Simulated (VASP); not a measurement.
Energy against volume of PbS (rock salt). Level of theory: TPSS meta-GGA, VASP's PBE PAW potentials (set 64) (plane waves; VASP). Run with 520 eV cut-off, 8×8×8 Γ-centred mesh, Gaussian smearing of 0.050 eV, potentials Pb_d S.

```json
[
 {"V (Å³/atom)": "26.027", "E (eV/atom)": "-6.67110"},
 {"V (Å³/atom)": "26.832", "E (eV/atom)": "-6.67613"},
 {"V (Å³/atom)": "27.637", "E (eV/atom)": "-6.67267"},
 {"V (Å³/atom)": "28.442", "E (eV/atom)": "-6.66198"}
]
```

Question: Fit these four points and predict the energy of the run at 25.222 Å³/atom.

Answer: A cubic in V^(−2/3), the third-order Birch-Murnaghan form, passes through the four points with V0 = 26.89 Å³/atom and B0 = 56 GPa, and gives -6.6561 eV/atom there. The run gave -6.6561 eV/atom, -0.0 meV/atom from the fit; all five points give B0 = 56 GPa.

The compound is PbS in the rock salt structure. It was relaxed first.
